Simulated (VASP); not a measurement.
Runs of VASP 6.6.1 on Ru. The cell holds a slab with vacuum, 6 atoms: a = 2.706 Å, b = 2.706 Å, c = 25.705 Å, α = 90.00°, β = 90.00°, γ = 120.00°. 

| task | level | cell | smearing | atoms held fixed (from 0) | gap on the mesh (eV) | largest force (eV/Å) |
| --- | --- | --- | --- | --- | --- | --- |
| work function | PBE | the (0 0 1) slab of Ru, cut from the database cell, not relaxed | gaussian 0.05 eV | - | none | (a) |
| relaxation of the atoms | PBEsol | atoms relaxed from: the (0 0 1) slab of Ru, cut from the database cell, not relaxed | gaussian 0.05 eV | [0, 1, 2] | none | - |
| relaxation of the atoms | PBE+TS | atoms relaxed from: the (0 0 1) slab of Ru, cut from the database cell, not relaxed | gaussian 0.05 eV | [0, 1, 2] | none | - |
| single point | PBE | the (0 0 1) slab of Ru, cut from the database cell, not relaxed | fermi-dirac 0.05 eV | - | none | 0.78 |

Alike in all rows: potentials or basis VASP PAW PBE potentials, release 64 (Ru_pv); no spin polarisation; k mesh 11 × 11 × 1; cutoff (eV) 520.

Question: Fill in the values left out.

Answer: (a) 0.79.

Caveats: the PAW data sets were made with another functional, which shifts forces and pressure a little (some runs); atom-pairwise D2, TS and ULG terms overbind metals (some runs).

A k mesh can miss the band edges, and the runs leave out spin-orbit coupling on Ru.

A gap of «none» marks a metal or a gap under the smearing width.
